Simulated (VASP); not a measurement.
Output of a VASP run:

File OSZICAR:
```
       N       E                     dE             d eps       ncg     rms          rms(c)
DAV:   1     0.233859573490E+03    0.23386E+03   -0.14314E+04  3848   0.186E+03
DAV:   2    -0.162085079125E+02   -0.25007E+03   -0.24864E+03  4032   0.509E+02
DAV:   3    -0.244748874780E+02   -0.82664E+01   -0.82311E+01  4984   0.107E+02
DAV:   4    -0.245911995832E+02   -0.11631E+00   -0.11647E+00  4840   0.125E+01
DAV:   5    -0.245930967820E+02   -0.18972E-02   -0.18998E-02  5368   0.125E+00    0.168E+01
DAV:   6    -0.213376480470E+02    0.32554E+01   -0.18146E+01  4016   0.523E+01    0.201E+00
DAV:   7    -0.212871903927E+02    0.50458E-01   -0.17785E-01  4096   0.514E+00    0.118E+00
DAV:   8    -0.212572599833E+02    0.29930E-01   -0.26353E-02  4864   0.238E+00    0.134E-01
DAV:   9    -0.212572085547E+02    0.51429E-04   -0.21101E-03  4728   0.527E-01    0.792E-02
DAV:  10    -0.212572795502E+02   -0.70995E-04   -0.14320E-04  5456   0.125E-01    0.480E-02
DAV:  11    -0.212572251541E+02    0.54396E-04   -0.23734E-04  4088   0.192E-01    0.891E-03
DAV:  12    -0.212572251028E+02    0.51243E-07   -0.19670E-06  4472   0.158E-02    0.114E-02
DAV:  13    -0.212572261762E+02   -0.10734E-05   -0.11082E-06  4080   0.133E-02    0.360E-03
DAV:  14    -0.212572260727E+02    0.10354E-06   -0.11484E-08  2008   0.120E-03    0.125E-03
DAV:  15    -0.212572262100E+02   -0.13737E-06   -0.83745E-09  1984   0.111E-03    0.713E-04
DAV:  16    -0.212572263763E+02   -0.16622E-06   -0.12139E-08  1992   0.121E-03    0.344E-05
DAV:  17    -0.212572263823E+02   -0.60923E-08   -0.19079E-09  1960   0.428E-04
   1 F= -.21257226E+02 E0= -.21257226E+02  d E =0.000000E+00
```

File OUTCAR:
```
------------------------ aborting loop because EDIFF is reached ----------------------------------------
  FORCE on cell =-STRESS in cart. coord.  units (eV):
  Direction    XX          YY          ZZ          XY          YZ          ZX
  --------------------------------------------------------------------------------------
  Total       -0.0065847     -0.0065847     -0.0065847      0.0000000     -0.0000000      0.0000000
  in kB       -0.4863211     -0.4863211     -0.4863211      0.0000000     -0.0000000      0.0000000
  external PRESSURE =      -0.4863211 kB  Pullay stress =       0.0000000 kB
  volume of cell :       21.69
      direct lattice vectors                 reciprocal lattice vectors
     2.788948224  0.000000000  0.000000000     0.358558109  0.000000000  0.000000000
     0.000000000  2.788948224  0.000000000     0.000000000  0.358558109  0.000000000
     0.000000000  0.000000000  2.788948224     0.000000000  0.000000000  0.358558109
 POSITION                                       TOTAL-FORCE (eV/Angst)
 -----------------------------------------------------------------------------------
      0.00000      0.00000      0.00000         0.000000      0.000000      0.000000
      1.39447      1.39447      1.39447        -0.000000     -0.000000     -0.000000
 -----------------------------------------------------------------------------------
    total drift:                                0.000000      0.000000     -0.000000
  FREE ENERGIE OF THE ION-ELECTRON SYSTEM (eV)
  ---------------------------------------------------
  free  energy   TOTEN  =       -21.2572263823 eV

  energy  without entropy=      -21.2572263823  energy(sigma->0) =      -21.25722638

 total charge

# of ion       s       p       d       tot
------------------------------------------
    1        0.449   6.441   4.313  11.204
    2        0.449   6.441   4.313  11.204
--------------------------------------------------
tot          0.898  12.883   8.627  22.407
```
(Selected blocks of OUTCAR.)

### POSCAR
```
Cr
1
    2.7889482241     0.0000000000     0.0000000000
    0.0000000000     2.7889482241     0.0000000000
    0.0000000000     0.0000000000     2.7889482241
Cr
2
Direct
  0.0000000000   0.0000000000   0.0000000000
  0.5000000000   0.5000000000   0.5000000000
```

Problem. Write an INCAR and KPOINTS that could have produced this output.

Solution. Several could match; the one computed here: the input of the run itself, LDA (Ceperley-Alder, Perdew-Zunger), plane waves, VASP's LDA PAW potentials (set 64).

INCAR:
```
ALGO = Normal
EDIFF = 1E-7
ENCUT = 520
ISIF = 2
ISMEAR = -5
LASPH = T
LCHARG = T
LMAXMIX = 4
LORBIT = 11
LREAL = F
LWAVE = F
NEDOS = 601
NELM = 100
PREC = Accurate
SYSTEM = Cr
```

### KPOINTS
```
Automatic mesh
0
Gamma
15 15 15
0 0 0
```

POTCAR, in this order: Cr_pv (LDA.64 set). Program: vasp_std.

For a metal the tetrahedron method with Blöchl corrections gives inexact stress and forces.

The compound is Cr in the bcc, AFM order structure. It was relaxed first, which changed the volume by -9 %. The run is not spin-polarised, so no magnetic state was tried.
